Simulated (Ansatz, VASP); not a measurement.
**Ta: VASP beside Ansatz**

Wanted: the spread between two codes on one cell, functional and k mesh. The cell is taken from a series of runs on this material, whose earlier steps may have relaxed, scaled, displaced or heated it; both programs get it as it stands.

Method: plane waves, with VASP 6.6.1 beside it; single point at PBEsol, in Ansatz 0.2.0.

### 1. Set-up

The cell holds 8 atoms: 8 Ta. Cell: a = 3.303 Å, b = 3.303 Å, c = 24.559 Å, α = 90.0°, β = 90.0°, γ = 90.0°. It derives from Ta. As first built, before any earlier steps moved the atoms (in the runner's words): stoichiometric True; symmetric True. Vacuum lies along c.

### 2. Ansatz: single point, PBEsol

Ansatz runs on its PAW soft_1 files.

With cell and atoms fixed, the geometry can't cause a difference; cores, projectors, grids and the points listed under the comparison can.

The input, input.yaml:

```yaml
crystal:
  lattice:
    - [3.30256, 0.0, 0.0]
    - [0.0, 3.30256, 0.0]
    - [0.0, 0.0, 24.55896]
  atoms:
    - { symbol: Ta, position: [1.0, 1.0, 0.7256981381] }
    - { symbol: Ta, position: [0.5, 0.5, 0.6679971872] }
    - { symbol: Ta, position: [1.0, 1.0, 0.6014566311] }
    - { symbol: Ta, position: [0.5, 0.5, 0.533618687] }
    - { symbol: Ta, position: [1.0, 1.0, 0.466381313] }
    - { symbol: Ta, position: [0.5, 0.5, 0.3985433689] }
    - { symbol: Ta, position: [1.0, 1.0, 0.3320028128] }
    - { symbol: Ta, position: [0.5, 0.5, 0.2743018619] }
kpoints:
  mp_grid: { grid: [12, 12, 1] }
scf:
  occupations: { method: fermi_dirac, width: 0.05 }
  n_extra_bands: 10
hamiltonian:
  xc: pbesol
  pseudopotentials: { kind: paw, azcp: { folder: soft_1 }, xc_functional: pbe }
output:
  forces: true
  write_potential: true
  volumetric_format: []
  dos:
    projected: true
    de: 0.05
    e_range: [-30, 12]
    method: { smearing: { sigma: 0.15, scheme: gaussian } }
  eigenstates:
    kpoints:
      - [0.5, 0.5, 0.0]
      - [0.475, 0.475, 0.0]
      - [0.45, 0.45, 0.0]
      - [0.425, 0.425, 0.0]
      - [0.4, 0.4, 0.0]
      - [0.375, 0.375, 0.0]
      - [0.35, 0.35, 0.0]
      - [0.325, 0.325, 0.0]
      - [0.3, 0.3, 0.0]
      - [0.275, 0.275, 0.0]
      - [0.25, 0.25, 0.0]
      - [0.225, 0.225, 0.0]
      - [0.2, 0.2, 0.0]
      - [0.175, 0.175, 0.0]
      - [0.15, 0.15, 0.0]
      - [0.125, 0.125, 0.0]
      - [0.1, 0.1, 0.0]
      - [0.075, 0.075, 0.0]
      - [0.05, 0.05, 0.0]
      - [0.025, 0.025, 0.0]
      - [0.0, 0.0, 0.0]
      - [0.03571429, 0.0, 0.0]
      - [0.07142857, 0.0, 0.0]
      - [0.10714286, 0.0, 0.0]
      - [0.14285714, 0.0, 0.0]
      - [0.17857143, 0.0, 0.0]
      - [0.21428571, 0.0, 0.0]
      - [0.25, 0.0, 0.0]
      - [0.28571429, 0.0, 0.0]
      - [0.32142857, 0.0, 0.0]
      - [0.35714286, 0.0, 0.0]
      - [0.39285714, 0.0, 0.0]
      - [0.42857143, 0.0, 0.0]
      - [0.46428571, 0.0, 0.0]
      - [0.5, 0.0, 0.0]
      - [0.5, 0.03571429, 0.0]
      - [0.5, 0.07142857, 0.0]
      - [0.5, 0.10714286, 0.0]
      - [0.5, 0.14285714, 0.0]
      - [0.5, 0.17857143, 0.0]
      - [0.5, 0.21428571, 0.0]
      - [0.5, 0.25, 0.0]
      - [0.5, 0.28571429, 0.0]
      - [0.5, 0.32142857, 0.0]
      - [0.5, 0.35714286, 0.0]
      - [0.5, 0.39285714, 0.0]
      - [0.5, 0.42857143, 0.0]
      - [0.5, 0.46428571, 0.0]
    e_range: [-8.0, 4.0]
    unfold:
      supercell_matrix: [[1, 0, 0], [0, 1, 0], [0, 0, 1]]
      layers:
        axis: 3
        edges: [0.111429, 0.365273, 0.409028, 0.590972, 0.634727, 0.888571]
```

The run is started by

```
> ansatz run input.yaml --threads 8 --pin off --max-ram 22528MiB --backend cpu --events-out ev --progress --plain --runs-dir out
```

Numbers of over 12 decimals in the logs are rounded to 6 here.

The log of the run:

```text
scf.n_extra_bands = 10 over 52 filled bands (N_el = 104.0): the run solves 62 bands
Engine: ansatz 0.2.0, x86_64-unknown-linux-gnu
Pseudopotentials: kind: paw
Pseudopotential: Ta, paw, valence charge 13, recommended cutoff 420 eV (normal), soft_1/Ta.paw.azcp
Functional definition: PBEsol
  exchange = pbesol_x
  correlation = pbesol_c
Crystal: 8 atoms, lattice volume = 267.862 Å³
Basis set: ecut = 420 eV, 5307 PW (Γ), exchange–correlation on 48×48×360 points (8 copies of the dense FFT grid, shifted against one another)
Bands: 62, of which v1, the nominal top of the filled ones, is band 52 counted from 1 (51 counted from 0)
Symmetry: 16 space group operations
Space group: P4/nmm (ITA 129), of the structure as read, at distance tolerance 6.4e-5 Å
k-points: 28 of 144
Non-local potential: Ta, projectors of the file, l = 0: 3, l = 1: 2, l = 2: 2, l = 3: 1
PAW form: soft (Blöchl's): semilocal exchange-correlation on the pseudo side does not see the compensation charge
PAW frozen core: Ta, regenerated for the run's functional, and the local potential with it (the file was generated under x = pbe(κ = 0.804, μ = 0.219515), c = pbe(β = 0.066725))
PAW one-centre angular grid: Ta, 590 points (default); XC on 64 Gauss nodes
Initial density: superposition of atomic densities (neutral atoms: chi_scale 0, normalization atom)
Initial wavefunctions: pseudopotential atomic-orbital guess
Functional: x = pbesol(κ = 0.804, μ = 0.123457), c = pbesol(β = 0.046)
SCF iter   1: F=—  HF=-78461.922802 eV  |F-HF|=—  |Δ(HF+E_count)|=         —  Δρ=4.81e-2  dr2=9.24e1  ethr=3.10e-3  ⟨swp⟩=9.6  Hψ=8409  notcnv=0  defer=6
preconditioner: auto → LDOS  [metal: Δε(μ)=0.047 eV  Ē_g=4.427 eV  σ=0.050 eV  W_gap=0.23  n_scr=62 (ndim 8)  ℏωp=14.3 eV  f_vac=0.395  D(μ)=4.52/eV (n_scr^D=12)  β→1.0]
SCF iter   2: F=—  HF=-78471.523224 eV  |F-HF|=—  |Δ(HF+E_count)|=    9.60e0  Δρ=9.93e-2  dr2=8.06e2  ethr=3.10e-3  ⟨swp⟩=10.3  Hψ=10278  notcnv=0  defer=44  recentre
SCF iter   3: F=—  HF=-78457.751543 eV  |F-HF|=—  |Δ(HF+E_count)|=    1.38e1  Δρ=2.91e-2  dr2=4.25e1  ethr=3.10e-3  ⟨swp⟩=8.2  Hψ=7540  notcnv=0  defer=5
SCF iter   4: F=—  HF=-78455.709097 eV  |F-HF|=—  |Δ(HF+E_count)|=    2.04e0  Δρ=4.38e-3  dr2=1.85e0  ethr=3.10e-3  ⟨swp⟩=4.9  Hψ=3550  notcnv=0  defer=54
SCF iter   5: F=—  HF=-78455.565755 eV  |F-HF|=—  |Δ(HF+E_count)|=   1.43e-1  Δρ=2.12e-3  dr2=3.64e-1  ethr=1.78e-3  ⟨swp⟩=3.4  Hψ=2305  notcnv=0  defer=48
SCF iter   6: F=—  HF=-78455.528825 eV  |F-HF|=—  |Δ(HF+E_count)|=   3.69e-2  Δρ=1.43e-3  dr2=4.04e-2  ethr=3.50e-4  ⟨swp⟩=4.3  Hψ=2858  notcnv=0  defer=48
SCF iter   7: F=—  HF=-78455.526302 eV  |F-HF|=—  |Δ(HF+E_count)|=   2.52e-3  Δρ=4.53e-4  dr2=8.89e-3  ethr=3.88e-5  ⟨swp⟩=2.8  Hψ=2611  notcnv=0  defer=41
SCF iter   8: F=—  HF=-78455.526316 eV  |F-HF|=—  |Δ(HF+E_count)|=   1.35e-5  Δρ=1.54e-4  dr2=9.64e-4  ethr=8.55e-6  ⟨swp⟩=1.9  Hψ=1878  notcnv=0  defer=38
SCF iter   9: F=—  HF=-78455.526224 eV  |F-HF|=—  |Δ(HF+E_count)|=   9.19e-5  Δρ=5.70e-5  dr2=7.52e-5  ethr=9.27e-7  ⟨swp⟩=2.0  Hψ=2124  notcnv=0  defer=38
SCF iter  10: F=—  HF=-78455.526374 eV  |F-HF|=—  |Δ(HF+E_count)|=   1.49e-4  Δρ=1.90e-5  dr2=2.21e-6  ethr=7.23e-8  ⟨swp⟩=2.5  Hψ=2554  notcnv=0  defer=38
SCF iter  11: F=—  HF=-78455.526379 eV  |F-HF|=—  |Δ(HF+E_count)|=   5.78e-6  Δρ=4.41e-6  dr2=2.76e-7  ethr=2.12e-9  ⟨swp⟩=2.5  Hψ=2889  notcnv=0  defer=38
SCF iter  12: F=-78455.526379 eV  HF=-78455.526379 eV  |F-HF|=8.99e-9  |Δ(HF+E_count)|=   4.34e-9  Δρ=1.48e-6  dr2=1.22e-8  ethr=9.62e-11  ⟨swp⟩=23.5  Hψ=15975  notcnv=0
SCF 1 converged in 12 iterations: F = -78455.526379 eV  dr2 = 1.22e-8
  greatest PAW one-centre occupation: 0.999 electrons in one spin orbital (limit 2), on the Ta atom at site 5 (counted from 0), in its partial waves of l = 0
NSCF: frozen V_eff on 48 k-points
WARN: The output density's exchange-correlation potential varies sharply where the density is thin. Do not read a vacuum level from v_tot or v_xc, or from such a field of the output density. On a cell that repeats whose density bears no net charge and no dipole along the vacuum's axis use v_es (v_loc + v_h of the components); under efield.dipole_correction with no amplitude use v_es + v_field, which holds any externa [...]
SCF converged after 12 iterations
Free energy (F): -78455.526379 eV
Harris-Foulkes:  -78455.526379 eV  (|F-HF|=8.99e-9)
Internal energy: -78455.458674 eV  (E = F + TS)
E sigma→0 (E₀):  -78455.492526 eV
Entropy (-TS):   -0.067706 eV (-8.463 meV/atom)
Fermi energy:    8.267987 eV
--- Per-component energies (eV) ---
  E_band       = -1919.999068
  E_kinetic    = 3146.899179
  E_local      = -87479.418278  (includes V_loc(G=0)·N_el)
  E_nonlocal   = -68.987388
  E_hartree    = 42592.264642
  E_xc         = -2547.497843
  E_vxc        = -1863.789167  (∫ρ·V_xc dr)
  E_paw        = -65450.029596  (= ΣΔE_a)
  E_vpaw       = -839.232000  (= ΣTr[D̂ρ^β])
  E_aug_tail   = 0.000798  (compensation charges beyond the density's cutoff)
  E_ewald      = 31349.600111
  E_core_change = 1.709702  (= ΣΔE_core)
  E_smearing   = -0.067706  (= −TS)
  E_closure    = 0.000000  (closes the sum)
  Σ components = -78455.526379   (vs F -78455.526379, Δ=0.00e0)
--- Forces (eV/Å), atoms counted from 1 ---
  atom   1  Ta     0.00000000     0.00000000    -0.03284122
  atom   2  Ta     0.00000000     0.00000000     0.04097911
  atom   3  Ta     0.00000000     0.00000000    -0.01997047
  atom   4  Ta    -0.00000000    -0.00000000    -0.49137450
  atom   5  Ta    -0.00000000    -0.00000000     0.49137450
  atom   6  Ta    -0.00000000     0.00000000     0.01997047
  atom   7  Ta     0.00000000     0.00000000    -0.04097911
  atom   8  Ta     0.00000000     0.00000000     0.03284122
  max |Σ_I F_I| component: 6.94e-18 eV/Å
--- Band table (eV; the first three rows and the last of 28) ---
  k-point 0: bands = [... 48 lower, 8.7794, 8.9011, 8.9011, 8.9029, 8.9029, 9.0354, 9.0354, 9.1657, ... 6 higher]
  k-point 1: bands = [... 48 lower, 8.3431, 8.6841, 8.6848, 8.7508, 8.8617, 9.1128, 9.2157, 9.2167, ... 6 higher]
  k-point 2: bands = [... 48 lower, 8.1026, 8.1111, 8.3547, 8.5951, 8.7629, 8.8387, 9.1292, 9.5215, ... 6 higher]
  k-point 27: bands = [... 48 lower, 7.3409, 7.3409, 8.0515, 8.0515, 9.1116, 9.1116, 10.4976, 10.4976, ... 6 higher]
```

### 3. VASP: single point, PBEsol

The same cell, functional, mesh and smearing now go to VASP, with its own data sets.

Lines of VASP's logs that name or quote its potential files are left out, and so is its time.

The input, INCAR:

```
SYSTEM = Ta
PREC = Accurate
ENCUT = 400
EDIFF = 1E-06
NELM = 120
ISMEAR = -1
SIGMA = 0.05
LREAL = .FALSE.
ALGO = Normal
GGA = PS
NBANDS = 54
LASPH = .TRUE.
LORBIT = 11
LWAVE = .FALSE.
LCHARG = .FALSE.
ISIF = 2
GGA_COMPAT = .FALSE.
KPAR = 2
```

The input, POSCAR:

```
Ta
1.0
    3.3025600000      0.0000000000      0.0000000000
    0.0000000000      3.3025600000      0.0000000000
    0.0000000000      0.0000000000     24.5589600000
Ta
8
Direct
    1.0000000000      0.0000000000      0.7256981381
    0.5000000000      0.5000000000      0.6679971872
    1.0000000000      0.0000000000      0.6014566311
    0.5000000000      0.5000000000      0.5336186870
    1.0000000000      0.0000000000      0.4663813130
    0.5000000000      0.5000000000      0.3985433689
    1.0000000000      0.0000000000      0.3320028128
    0.5000000000      0.5000000000      0.2743018619
```

The input, KPOINTS:

```
Automatic mesh
0
Gamma
12 12 1
0 0 0
```

Potentials, in the order of the species: Ta_pv (PBE family, release 64).

The run is started by

```
> mpirun -np 2 vasp_std
```

The log of the run:

```text
[banner, memory and clock lines left out]
running    2 mpi-ranks, on    1 nodes
 distrk:  each k-point on    1 cores,    2 groups
 distr:  one band on    1 cores,    1 groups

 POSCAR found type information on POSCAR Ta
 POSCAR found :  1 types and       8 ions
|                                                                             |
|               ----> ADVICE to this user running VASP <----                  |
|                                                                             |
|     You enforced a specific xc type in the INCAR file but a different       |
|     [... a line on the potential file left out ...]
|     I HOPE YOU KNOW WHAT YOU ARE DOING!                                     |
|                                                                             |

 LDA part: xc-table for (Slater+PW92), standard interpolation
 POSCAR, INCAR and KPOINTS ok, starting setup
 FFT: planning ... GRIDC
 FFT: planning ... GRID_SOFT
 FFT: planning ... GRID
 WAVECAR not read
 entering main loop
       N       E                     dE             d eps       ncg     rms          rms(c)
DAV:   1     0.753119803810E+03    0.75312E+03   -0.45116E+04  3696   0.127E+03
DAV:   2    -0.679664791395E+02   -0.82109E+03   -0.80360E+03  3438   0.397E+02
DAV:   3    -0.103919697563E+03   -0.35953E+02   -0.34680E+02  3924   0.724E+01
DAV:   4    -0.105325379964E+03   -0.14057E+01   -0.13878E+01  4088   0.131E+01
DAV:   5    -0.105365930607E+03   -0.40551E-01   -0.40422E-01  4074   0.204E+00    0.397E+01
DAV:   6    -0.122652934137E+03   -0.17287E+02   -0.18378E+02  4064   0.513E+01    0.271E+01
DAV:   7    -0.118917748552E+03    0.37352E+01   -0.50282E+02  4448   0.529E+01    0.229E+01
DAV:   8    -0.105292814276E+03    0.13625E+02   -0.14149E+02  3964   0.311E+01    0.140E+01
DAV:   9    -0.995678880442E+02    0.57249E+01   -0.24665E+01  4104   0.166E+01    0.755E+00
DAV:  10    -0.979438638185E+02    0.16240E+01   -0.36435E+00  4120   0.671E+00    0.482E+00
DAV:  11    -0.977359549677E+02    0.20791E+00   -0.28641E-01  3992   0.209E+00    0.437E+00
DAV:  12    -0.973349588031E+02    0.40100E+00   -0.16818E-01  3872   0.177E+00    0.359E+00
DAV:  13    -0.966926700796E+02    0.64229E+00   -0.16037E+00  3832   0.584E+00    0.116E+00
DAV:  14    -0.967082339590E+02   -0.15564E-01   -0.16645E-01  3742   0.137E+00    0.847E-01
[...]
DAV:  22    -0.966928058409E+02   -0.85653E-04   -0.85666E-05  3856   0.427E-02    0.123E-02
DAV:  23    -0.966928909686E+02   -0.85128E-04   -0.47920E-05  3576   0.400E-02    0.181E-02
DAV:  24    -0.966929284802E+02   -0.37512E-04   -0.17086E-05  3136   0.217E-02    0.129E-02
DAV:  25    -0.966929486250E+02   -0.20145E-04   -0.49453E-06  2726   0.769E-03    0.563E-03
DAV:  26    -0.966929702353E+02   -0.21610E-04   -0.39313E-06  2532   0.499E-03    0.305E-03
DAV:  27    -0.966929727649E+02   -0.25297E-05   -0.11502E-06  2218   0.477E-03    0.632E-04
DAV:  28    -0.966929740989E+02   -0.13339E-05   -0.29486E-07  2060   0.163E-03    0.535E-04
DAV:  29    -0.966929742915E+02   -0.19268E-06   -0.11070E-07  1906   0.100E-03
   1 F= -.96692974E+02 E0= -.96659122E+02  d E =-.677048E-01
```

OUTCAR, selected parts (step 3):

```text
ion  position               nearest neighbor table
   1  0.000  0.000  0.726-   2 2.73   2 2.73   2 2.73   2 2.73   3 3.05
   2  0.500  0.500  0.668-   1 2.73   1 2.73   1 2.73   1 2.73   3 2.85   3 2.85   3 2.85   3 2.85
                             4 3.30
   3  0.000  0.000  0.601-   2 2.85   2 2.85   2 2.85   2 2.85   4 2.87   4 2.87   4 2.87   4 2.87
                             1 3.05   5 3.32
   4  0.500  0.500  0.534-   5 2.86   5 2.86   5 2.86   5 2.86   3 2.87   3 2.87   3 2.87   3 2.87
                             2 3.30   6 3.32
   5  0.000  0.000  0.466-   4 2.86   4 2.86   4 2.86   4 2.86   6 2.87   6 2.87   6 2.87   6 2.87
                             7 3.30   3 3.32
   6  0.500  0.500  0.399-   7 2.85   7 2.85   7 2.85   7 2.85   5 2.87   5 2.87   5 2.87   5 2.87
                             8 3.05   4 3.32
   7  0.000  0.000  0.332-   8 2.73   8 2.73   8 2.73   8 2.73   6 2.85   6 2.85   6 2.85   6 2.85
                             5 3.30
   8  0.500  0.500  0.274-   7 2.73   7 2.73   7 2.73   7 2.73   6 3.05

  LATTYP: Found a simple tetragonal cell.
 ALAT       =     3.3025600000
 C/A-ratio  =     7.4363402936

 Subroutine GETGRP returns: Found 16 space group operations
 (whereof  8 operations were pure point group operations)

The static configuration has the point symmetry C_4v.
 The point group associated with its full space group is D_4h.

 Found     28 irreducible k-points:

   k-points           NKPTS =     28   k-points in BZ     NKDIM =     28   number of bands    NBANDS=     54

   dimension x,y,z NGX =    24 NGY =   24 NGZ =  160
   dimension x,y,z NGXF=    48 NGYF=   48 NGZF=  320

   ENCUT  =  400.0 eV  29.40 Ry    5.42 a.u.   5.39  5.39 40.05*2*pi/ulx,y,z

   NELECT =      88.0000    total number of electrons

 k-points in reciprocal lattice and weights: Automatic mesh
   0.00000000  0.00000000  0.00000000       0.007
   0.08333333  0.00000000  0.00000000       0.028
   0.16666667  0.00000000  0.00000000       0.028
   0.25000000  0.00000000  0.00000000       0.028
   0.33333333  0.00000000  0.00000000       0.028
   0.41666667  0.00000000  0.00000000       0.028
   0.50000000  0.00000000  0.00000000       0.014
   0.08333333  0.08333333  0.00000000       0.028
   0.16666667  0.08333333  0.00000000       0.056
[...]
0.50000000  0.41666667  0.00000000       0.028
   0.50000000  0.50000000  0.00000000       0.007

 average (electrostatic) potential at core
       1 -41.1898       2 -40.2064       3 -40.4028       4 -40.2622       5 -40.2622
       6 -40.4028       7 -40.2064       8 -41.1898

 E-fermi :   1.2680

 k-point     1 :       0.0000    0.0000    0.0000
  band No.  band energies     occupation
    ...
     35      -1.5061      2.00000
     36      -0.4995      2.00000
     37       0.9530      1.99634
     38       1.2873      0.80987
     39       1.3141      0.56935
     40       1.6937      0.00040
     41       1.7797      0.00007
     42       1.8999      0.00001
     43       1.8999      0.00001
     44       1.9028      0.00001
    ...

 k-point     2 :       0.0833    0.0000    0.0000
  band No.  band energies     occupation
    ...
     35      -1.4028      2.00000
     36      -0.4776      2.00000
     37       0.7734      1.99990
     38       1.2051      1.55791
     39       1.2188      1.45574
     40       1.3348      0.41686
     41       1.3433      0.36347
     42       1.6830      0.00050
     43       1.6862      0.00047
     44       1.7519      0.00013
    ...

 k-point     3 :       0.1667    0.0000    0.0000
  band No.  band energies     occupation
    ...
     38       0.7599      1.99992
     39       0.8627      1.99940
     40       0.8774      1.99919
     41       1.1030      1.92891
     42       1.1112      1.91673
     43       1.3539      0.30436
     44       1.5959      0.00284
     45       1.7636      0.00010
     46       1.8385      0.00002
     47       2.1287      0.00000
    ...

  Total       -3.6876038     -3.6876038     -0.8549294      0.0000000     -0.0000000      0.0000000
  in kB      -22.0568470    -22.0568470     -5.1136317      0.0000000     -0.0000000      0.0000000
  external PRESSURE =     -16.4091086 kB  Pullay stress =       0.0000000 kB

  energy-cutoff  :      400.00
  volume of cell :      267.86
      direct lattice vectors                 reciprocal lattice vectors
     3.302560000  0.000000000  0.000000000     0.302795407  0.000000000  0.000000000
     0.000000000  3.302560000  0.000000000     0.000000000  0.302795407  0.000000000
     0.000000000  0.000000000 24.558960000     0.000000000  0.000000000  0.040718337

 POSITION                                       TOTAL-FORCE (eV/Angst)
 -----------------------------------------------------------------------------------
      0.00000      0.00000     17.82239         0.000000      0.000000     -0.017489
      1.65128      1.65128     16.40532        -0.000000     -0.000000      0.042924
      0.00000      0.00000     14.77115         0.000000     -0.000000     -0.025417
      1.65128      1.65128     13.10512         0.000000     -0.000000     -0.490308
      0.00000      0.00000     11.45384         0.000000      0.000000      0.490308
      1.65128      1.65128      9.78781         0.000000      0.000000      0.025417
      0.00000      0.00000      8.15364         0.000000     -0.000000     -0.042924
      1.65128      1.65128      6.73657        -0.000000     -0.000000      0.017489
 -----------------------------------------------------------------------------------
    total drift:                                0.000000     -0.000000      0.000000

  FREE ENERGIE OF THE ION-ELECTRON SYSTEM (eV)
  ---------------------------------------------------
  free  energy   TOTEN  =       -96.6929742915 eV

  energy  without entropy=      -96.6252694975  energy(sigma->0) =      -96.65912189

 total charge
# of ion       s       p       d       tot
------------------------------------------
    1        0.399   6.084   2.369   8.851
    2        0.389   6.177   2.501   9.067
    3        0.369   6.184   2.383   8.935
    4        0.368   6.170   2.390   8.929
    5        0.368   6.170   2.390   8.929
    6        0.369   6.184   2.383   8.935
    7        0.389   6.177   2.501   9.067
    8        0.399   6.084   2.369   8.851
--------------------------------------------------
tot          3.049  49.230  19.285  71.565

[... 3 further parts left out ...]
```

### 4. Differences

Known differences besides the potentials themselves: the data sets hold 104 valence electrons in Ansatz (on its PAW soft_1 files) and 88 in VASP; the cutoff is 420 eV in Ansatz and 400 eV in VASP; Ansatz makes its cores anew for this functional, VASP keeps those of its PBE data sets. Total energies have different zeros and are not compared.

Forces (eV/Å; atoms numbered as in POSCAR):

```tsv
atom	Ansatz x, y, z	VASP x, y, z
Ta1	0.000, 0.000, -0.033	0.000, 0.000, -0.017
Ta2	0.000, 0.000, 0.041	0.000, 0.000, 0.043
Ta3	0.000, 0.000, -0.020	0.000, 0.000, -0.025
Ta4	0.000, 0.000, -0.491	0.000, 0.000, -0.490
Ta5	0.000, 0.000, 0.491	0.000, 0.000, 0.490
Ta6	0.000, 0.000, 0.020	0.000, 0.000, 0.025
Ta7	0.000, 0.000, -0.041	0.000, 0.000, -0.043
Ta8	0.000, 0.000, 0.033	0.000, 0.000, 0.017
```

The forces differ by 4.8 meV/Å r.m.s., which is 3.3 % of the r.m.s. force of 0.142 eV/Å (both taken over all components). With vacuum in the cell, a pressure given here is an average over mostly empty space and none of the material.

### 5. Summary of results

- r.m.s. force difference (single point, PBEsol): 4.8 meV/Å

In words: The r.m.s. force difference is 4.8 meV/Å (single point, PBEsol), within the 12 meV/Å picked in this series as the mark of a large difference. The data sets hold unlike numbers of valence electrons (104 in Ansatz and 88 in VASP), so part of the differences comes from the potentials. Such differences can come from data sets, numerical settings and the points named under the comparisons, not from the functional's error against experiment.

[Lines on the potential files, build, host, timing and source positions are cut from VASP's logs without a mark.]

[Logs are printed without paths, hosts, clocks, repeated set-up lines and the standing remarks that a program may print on its own settings, such as how far it seeks lower states.]

[Hosts, paths, dates, database ids (printed as entryN), source tags and the programs' standing remarks are cut or masked in the printed files.]
